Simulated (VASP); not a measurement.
VASP runs on HgTe (space group F-43m) share one base input (PBE GGA, plane waves, VASP's PBE PAW potentials (set 64)) and change the settings named in each case.

**KPOINTS**
```
Automatic mesh
0
Gamma
9 9 9
0 0 0
```

### INCAR
```
ALGO = Normal
EDIFF = 1E-6
ENCUT = 300
GGA = PE
ISIF = 2
ISMEAR = -1
LASPH = .TRUE.
LCHARG = .FALSE.
LMAXMIX = 6
LREAL = .FALSE.
LWAVE = .FALSE.
NELM = 100
PREC = Accurate
SIGMA = 0.05
SYSTEM = HgTe
```

POSCAR:
```
HgTe
4.6505890
  0.0000000000   0.7071067772   0.7071067772
  0.7071067772   0.0000000000   0.7071067772
  0.7071067772   0.7071067772   0.0000000000
Hg Te
1 1
Cartesian
  0.0000000000   0.0000000000   0.0000000000
  0.3535533886   0.3535533886   0.3535533886
```

POTCAR, in this order: Hg Te (PBE.64 set). Program: vasp_std.

| change | E(σ→0) (eV/atom) | pressure (GPa) | −TS (eV) |
|---|---|---|---|
| base run | -1.8197 | 1.05 | -0.0005 |
| GGA removed, POTCAR Hg Te (LDA.64 set) | -2.5025 | ___ | -0.0005 |
| GGA_COMPAT = .FALSE., LNONCOLLINEAR = .TRUE., LSORBIT = .TRUE., MAGMOM = 0.0 0.0 0.0 0.0 0.0 0.0, program vasp_ncl | -2.0176 | ___ | ___ |
| KPOINTS 3×3×3 Γ-centred mesh | -1.6756 | 2.30 | -0.0071 |

Q: Some entries are withheld; supply them.

A: 
- GGA removed, POTCAR Hg Te (LDA.64 set), pressure (GPa): -2.68
- GGA_COMPAT = .FALSE., LNONCOLLINEAR = .TRUE., LSORBIT = .TRUE., MAGMOM = 0.0 0.0 0.0 0.0 0.0 0.0, program vasp_ncl, pressure (GPa): 0.83
- GGA_COMPAT = .FALSE., LNONCOLLINEAR = .TRUE., LSORBIT = .TRUE., MAGMOM = 0.0 0.0 0.0 0.0 0.0 0.0, program vasp_ncl, −TS (eV): -0.0004

Energies of different potentials or functionals have different zeros. Unless said otherwise, spin-orbit coupling is left out, though it shifts the bands of the heavy elements here.

Left out are runs that ran out of time, are held back, or changed the cell or the kind of run, fixed moments of cells without a moment, rows past the twelfth, gaps on odd meshes, pressures of charged cells and columns that move by less than the noise.

The structure is a typed HgTe crystal. The cell was not relaxed at this level, its lattice was scaled by up to 2.5 %.
